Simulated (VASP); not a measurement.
Input:

```xyz
2
Lattice="0.0000 3.2036 3.2036 3.2036 0.0000 3.2036 3.2036 3.2036 0.0000" Properties=species:S:1:pos:R:3 pbc="T T T"
Hg     0.0000     0.0000     0.0000
Te     1.6018     1.6018     1.6018
```

The numbers are results of r2SCAN+rVV10, VASP's PBE PAW potentials (set 64) (plane waves; VASP 6.6.1), not measurements. Numerical set-up: 520 eV cut-off, 10×10×10 Γ-centred mesh, first-order Methfessel-Paxton smearing of 0.10 eV, potentials Hg Te.

Unless said otherwise, spin-orbit coupling is left out, though it shifts the bands of the heavy elements here.

Task: Predict the energy per atom (σ→0), pressure, band gap (on the k-mesh) with the smallest direct gap where there is one.

Result: 
The band gap (on the k-mesh) comes out as none (metal, semimetal or under 0.01 eV). The energy per atom (σ→0) comes out as -37.295 eV/atom and the pressure comes out as 3.06 GPa.

The compound is HgTe in the zinc blende structure. This cell is one point of a volume scan, at 0.94 of the reference volume.
